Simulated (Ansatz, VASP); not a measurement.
# Cross-check of Ge (Germanium) between VASP and Ansatz

Aim: how closely do two programs agree when they are given the same cell, functional and k mesh? The cell is taken from a series of runs on this material, whose earlier steps may have relaxed, scaled, displaced or heated it; both programs get it as it stands.

Program: Ansatz 0.2.0. Level of theory: plane waves, with VASP 6.6.1 beside it; zone-centre phonons at PBEsol. Results are calculated unless marked as measured.

**1. Starting point**

Symmetry: I4_1/amd, No. 141, tetragonal system. The conventional cell has a = 3.853 Å, b = 3.853 Å, c = 5.847 Å, α = 90.00°, β = 90.00°, γ = 90.00°. Nearest to Ge lie 4 Ge at 2.42 Å.

**2. Ansatz: zone-centre phonons, PBEsol**

Ansatz runs on its PAW soft_1 files.

Second derivatives magnify differences that forces hide, and they need a tight electronic threshold.

The input, input.yaml:

```yaml
crystal:
  lattice:
    - [0.0, 2.7242613469, 2.9236118935]
    - [2.7242613469, 0.0, 2.9236118935]
    - [2.7242613469, 2.7242613469, 0.0]
  atoms:
    - { symbol: Ge, position: [0.4999930467, 0.4999930467, 0.4999564248] }
    - { symbol: Ge, position: [0.7500069533, 0.7500069533, 0.7500435752] }
kpoints:
  mp_grid: { grid: [12, 12, 12], shift: [0.5, 0.5, 0.5] }
hamiltonian:
  xc: pbesol
  pseudopotentials: { kind: paw, azcp: { folder: soft_1 }, xc_functional: pbe }
scf:
  occupations: { method: gaussian, width: 0.015 }
output:
  eigenvalues: true
phonons:
  method: dfpt
```

On the command line:

```
$ ansatz run input.yaml --threads 4 --pin off --max-ram 10240MiB --backend cpu --events-out ev --progress --plain --runs-dir out
```

Numbers of over 12 decimals in the logs are rounded to 6 here.

Output:

```text
Engine: ansatz 0.2.0, aarch64-unknown-linux-gnu
Pseudopotentials: kind: paw
Pseudopotential: Ge, paw, valence charge 14, recommended cutoff 420 eV (normal), soft_1/Ge.paw.azcp
Functional definition: PBEsol
  exchange = pbesol_x
  correlation = pbesol_c
Crystal: 2 atoms, lattice volume = 43.396 Å³
Basis set: ecut = 420 eV, 869 PW (Γ), exchange–correlation on 64×64×64 points (8 copies of the dense FFT grid, shifted against one another)
Bands: 18, of which v1, the nominal top of the filled ones, is band 14 counted from 1 (13 counted from 0)
Symmetry: 4 space group operations
k-points: 864 of 1728 (irreducible under 1 space group operation, time reversal used)
Non-local potential: Ge, projectors of the file, l = 0: 2, l = 1: 2, l = 2: 3, l = 3: 1
PAW form: soft (Blöchl's): semilocal exchange-correlation on the pseudo side does not see the compensation charge
PAW frozen core: Ge, regenerated for the run's functional, and the local potential with it (the file was generated under x = pbe(κ = 0.804, μ = 0.219515), c = pbe(β = 0.066725))
PAW one-centre angular grid: Ge, 590 points (default); XC on 64 Gauss nodes
Initial density: superposition of atomic densities (chi_scale 0.1, normalization cell)
Initial wavefunctions: pseudopotential atomic-orbital guess
Functional: x = pbesol(κ = 0.804, μ = 0.123457), c = pbesol(β = 0.046)
SCF iter   1: F=—  HF=-8507.020406 eV  |F-HF|=—  |Δ(HF+E_count)|=         —  Δρ=3.70e-2  dr2=4.74e-1  ethr=3.10e-3  ⟨swp⟩=6.0  Hψ=72982  notcnv=0
preconditioner: auto → none  [insulator: Δε(μ)=0.084 eV  Ē_g=23.462 eV  σ=0.015 eV  W_gap=1.00  n_scr=14 (ndim 8)  ℏωp=29.8 eV  f_vac=0.000  D(μ)=0.00/eV (n_scr^D=0)  ε∞_Penn≈2.6]
SCF iter   2: F=—  HF=-8506.950677 eV  |F-HF|=—  |Δ(HF+E_count)|=   6.97e-2  Δρ=1.76e-2  dr2=8.77e-2  ethr=1.69e-3  ⟨swp⟩=2.0  Hψ=25681  notcnv=0
SCF iter   3: F=—  HF=-8506.944053 eV  |F-HF|=—  |Δ(HF+E_count)|=   6.62e-3  Δρ=1.90e-3  dr2=4.08e-4  ethr=3.13e-4  ⟨swp⟩=2.5  Hψ=22406  notcnv=0
SCF iter   4: F=—  HF=-8506.944244 eV  |F-HF|=—  |Δ(HF+E_count)|=   1.91e-4  Δρ=4.31e-4  dr2=6.04e-5  ethr=1.46e-6  ⟨swp⟩=2.0  Hψ=30872  notcnv=0
SCF iter   5: F=—  HF=-8506.944096 eV  |F-HF|=—  |Δ(HF+E_count)|=   1.48e-4  Δρ=5.86e-5  dr2=1.15e-6  ethr=2.16e-7  ⟨swp⟩=2.0  Hψ=27649  notcnv=0
SCF iter   6: F=—  HF=-8506.944095 eV  |F-HF|=—  |Δ(HF+E_count)|=   2.97e-7  Δρ=2.98e-5  dr2=2.13e-7  ethr=4.10e-9  ⟨swp⟩=2.0  Hψ=27331  notcnv=0
SCF iter   7: F=—  HF=-8506.944095 eV  |F-HF|=—  |Δ(HF+E_count)|=   1.66e-7  Δρ=2.88e-6  dr2=2.16e-9  ethr=7.60e-10  ⟨swp⟩=2.0  Hψ=27649  notcnv=0
SCF iter   8: F=—  HF=-8506.944095 eV  |F-HF|=—  |Δ(HF+E_count)|=  5.37e-10  Δρ=4.57e-7  dr2=8.55e-11  ethr=7.72e-12  ⟨swp⟩=2.0  Hψ=27649  notcnv=0
SCF iter   9: F=-8506.944095 eV  HF=-8506.944095 eV  |F-HF|=0.00e0  |Δ(HF+E_count)|=  5.28e-11  Δρ=6.39e-8  dr2=7.95e-13  ethr=1.00e-12  ⟨swp⟩=5.9  Hψ=66622  notcnv=0
SCF 1 converged in 9 iterations: F = -8506.944095 eV  dr2 = 7.95e-13
  greatest PAW one-centre occupation: 0.998 electrons in one spin orbital (limit 2), on the Ge atom at site 1 (counted from 0), in its partial waves of l = 2
DFPT response loops at Γ: preconditioner auto → Kerker (q_TF=auto, 2.536 Å⁻¹) (partly filled bands, converged f_vac=0.044); β = 1.00, the filter's whole step (`scf.mixing.beta` (0.50) is not read by the response loops under this deck's `scf.mixing.preconditioner`; to damp them name `kerker` or `kerker_dos`, under which they read `scf.mixing.beta`, and type it under 1.00, their step now; both keys bind the ground state too); Broyden in place of MSR1
SCF converged after 9 iterations
Free energy (F): -8506.944095 eV
Harris-Foulkes:  -8506.944095 eV  (|F-HF|=0.00e0)
Internal energy: -8506.944076 eV  (E = F + TS)
E sigma→0 (E₀):  -8506.944085 eV
Entropy (-TS):   -0.000020 eV (-0.010 meV/atom)
Fermi energy:    9.143943 eV
--- Per-component energies (eV) ---
  E_band       = -289.730021
  E_kinetic    = 187.078785
  E_local      = -4438.393068  (includes V_loc(G=0)·N_el)
  E_nonlocal   = 439.291435
  E_hartree    = 2118.692698
  E_xc         = -142.856503
  E_vxc        = -131.205575  (∫ρ·V_xc dr)
  E_paw        = -3945.089393  (= ΣΔE_a)
  E_vpaw       = -583.887074  (= ΣTr[D̂ρ^β])
  E_aug_tail   = 0.000035  (compensation charges beyond the density's cutoff)
  E_ewald      = -2727.503941
  E_core_change = 1.835876  (= ΣΔE_core)
  E_smearing   = -0.000020  (= −TS)
  E_closure    = 0.000000  (closes the sum)
  Σ components = -8506.944095   (vs F -8506.944095, Δ=0.00e0)
--- Band table (eV; the first three rows and the last of 864) ---
  k-point 0: bands = [... 10 lower, -4.1093, 8.2397, 8.8175, 9.1434, 9.8172, 11.5015, 11.5106, 11.8677]
  k-point 1: bands = [... 10 lower, -3.9867, 7.1842, 8.1434, 9.0882, 10.3671, 11.5885, 11.6401, 12.6947]
  k-point 2: bands = [... 10 lower, -3.6914, 5.5042, 7.7242, 8.7849, 10.1891, 12.1154, 12.2572, 13.7791]
  k-point 863: bands = [... 10 lower, -1.9092, 1.1785, 7.0722, 7.6543, 9.3831, 12.6772, 12.8988, 16.1451]
--- Phonons (Γ-DFPT): 2 representative perturbations + reference, on 864 of 1728 k-points (Σ response iterations 6) ---
  k mesh reduced under 1 symmetry operation, with k and −k counted as one. Each operation leaves every solved perturbation unchanged. A smaller set is not used because it would not reduce the number of displacements times k-points to solve
  ASR residual: 1.196e-5 → 0.000e0 eV/Å²; symmetrization residual: 2.608e-6 eV/Å²
  ASR residual per site (eV/Å²): 1.20e-5 1.20e-5
  Γ frequencies (cm⁻¹): 0.00 0.00 0.00 296.35 299.94 303.86
  non-analytic LO–TO correction: not included (Born effective charges unavailable; polar crystals: no LO–TO splitting at Γ)
```

(Continued in part 2 of 3.)

[Lines on the potential files, build, host, timing and source positions are cut from VASP's logs without a mark.]

[Logs are printed without paths, hosts, clocks, repeated set-up lines and the standing remarks that a program may print on its own settings, such as how far it seeks lower states.]

[Hosts, paths, dates, database ids (printed as entryN), source tags and the programs' standing remarks are cut or masked in the printed files.]
